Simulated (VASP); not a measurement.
Here is a VASP 6.6.1 calculation.

Contents of POSCAR:

```
AlCuS3
1.0
    5.9829091800      0.0000000000      0.0000000000
    2.8611099300      5.8480091900      0.0000000000
   -2.8998181500      1.3818927000      4.9770128400
S Al Cu
3 1 1
Direct
    0.3546000000      0.2248000000      0.9717000000
    0.0112000000      0.7636000000      0.5628000000
    0.2734000000      0.7679000000      0.2073000000
    0.2087000000      0.9368000000      0.8520000000
    0.2214000000      0.4290000000      0.3612000000
```

Contents of INCAR.step1:

```
SYSTEM = AlCuS3
PREC     = Accurate       ! precision mode
ENCUT    = 520            ! plane-wave cutoff, eV
ISMEAR   = -5             ! smearing method
SIGMA    = 0.0792         ! smearing width, eV
LREAL    = .FALSE.        ! projectors in reciprocal space
LASPH    = .TRUE.         ! aspherical terms in the spheres
NELM     = 100            ! most SCF steps
LMAXMIX  = 4              ! l up to which the mixer works
GGA      = PE             ! functional
ALGO     = Normal         ! electronic algorithm
EDIFF    = 1E-4           ! SCF threshold, eV
LWAVE    = .TRUE.         ! write WAVECAR
LCHARG   = .FALSE.        ! write CHGCAR
```

The input INCAR.step2:

```
SYSTEM = AlCuS3
PREC     = Accurate       ! precision mode
ENCUT    = 520            ! plane-wave cutoff, eV
EDIFF    = 1E-6           ! SCF threshold, eV
ISMEAR   = 0              ! smearing method
SIGMA    = 0.0792         ! smearing width, eV
LREAL    = .FALSE.        ! projectors in reciprocal space
LASPH    = .TRUE.         ! aspherical terms in the spheres
NELM     = 100            ! most SCF steps
ALGO     = Normal         ! electronic algorithm
ISIF     = 2              ! what is computed and relaxed
LWAVE    = .FALSE.        ! write WAVECAR
LCHARG   = .FALSE.        ! write CHGCAR
LMAXMIX  = 4              ! l up to which the mixer works
METAGGA  = R2SCAN         ! meta-GGA
LMIXTAU  = .TRUE.       
LORBIT   = 10             ! projections on sites
ISTART   = 1
```

Contents of KPOINTS:

```
Automatic mesh
0
Gamma
  4 3 4
  0.5 0.5 0
```

Potentials or basis: VASP PAW PBE potentials, release 64 (S, Al, Cu).

Launch:

```bash
$ cat potpaw_PBE.64/S/POTCAR potpaw_PBE.64/Al/POTCAR potpaw_PBE.64/Cu/POTCAR > POTCAR
$ cp INCAR.step1 INCAR
$ mpirun -np 1 vasp_std > vasp.out
$ cp INCAR.step2 INCAR
$ mpirun -np 1 vasp_std > vasp.out
```

Task: Estimate the pressure.

Result: -5.6 GPa.

Task: Predict the largest force.

Result: 1.643 eV/Å.

Forces on the atoms (eV/Å):
```
S   -1.274 -0.965 -0.379
S    0.242 -0.795 -0.503
S   -0.544 -0.493  0.739
Al   0.664  1.040  0.643
Cu   0.912  1.213 -0.501
```

Caveat: the k mesh is coarse (spacing up to 0.37 Å⁻¹), so the values aren't converged; the PAW data sets were made with another functional, which shifts forces and pressure a little; the run has no spin polarisation, though such a crystal can be magnetic.
